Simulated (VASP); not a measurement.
VASP ran on this input.

### POSCAR
```
Zr
1
    1.6150000000    -2.7972620000     0.0000000000
    1.6150000000     2.7972620000     0.0000000000
    0.0000000000     0.0000000000     5.1500000000
Zr
2
Direct
  0.3333330000   0.6666670000   0.2500000000
  0.6666670000   0.3333330000   0.7500000000
```

### INCAR
```
SYSTEM = Zr
PREC = Accurate
ENCUT = 520
EDIFF = 1E-6
NELM = 100
ALGO = Normal
LREAL = .FALSE.
LASPH = .TRUE.
ISMEAR = 1
SIGMA = 0.1
METAGGA = R2SCAN
LMIXTAU = .TRUE.
LMAXMIX = 4
LWAVE = .FALSE.
LCHARG = .FALSE.
IBRION = 2
ISIF = 3
NSW = 60
EDIFFG = -0.01
```

KPOINTS:
```
Automatic mesh
0
Gamma
12 12 7
0 0 0
```

POTCAR, in this order: Zr_sv (PBE.64 set). Program: vasp_std.

Q: Write an equivalent input for Ansatz.

A: One equivalent input (not run):
Ansatz 0.2 input:
```yaml
crystal:
  lattice:
    - [1.6150000, -2.7972620, 0.0000000]
    - [1.6150000, 2.7972620, 0.0000000]
    - [0.0000000, 0.0000000, 5.1500000]
  atoms:
    - { symbol: Zr, position: [0.3333330, 0.6666670, 0.2500000] }
    - { symbol: Zr, position: [0.6666670, 0.3333330, 0.7500000] }
kpoints:
  mp_grid: { grid: [12, 12, 7] }
hamiltonian:
  xc: r2scan
  pseudopotentials: { kind: paw }
scf:
  occupations: { method: methfessel_paxton, width: 0.1 }
  max_iter: 100
relax:
  max_steps: 60
  f_tol: 0.01
  cell: {}
output: { forces: true, stress: true, eigenvalues: true }
```
What does not carry over: each code has its own PAW files, so the cut-off isn't converted (ENCUT is set for VASP's; basis.ecutwfc is left out, and Ansatz then takes the one that its files recommend); Ansatz stops its SCF on the density residual and VASP on the energy change (EDIFF).

The compound is Zr in the hcp structure. This run relaxes it. Symmetry was kept, so distortions that lower it aren't found.
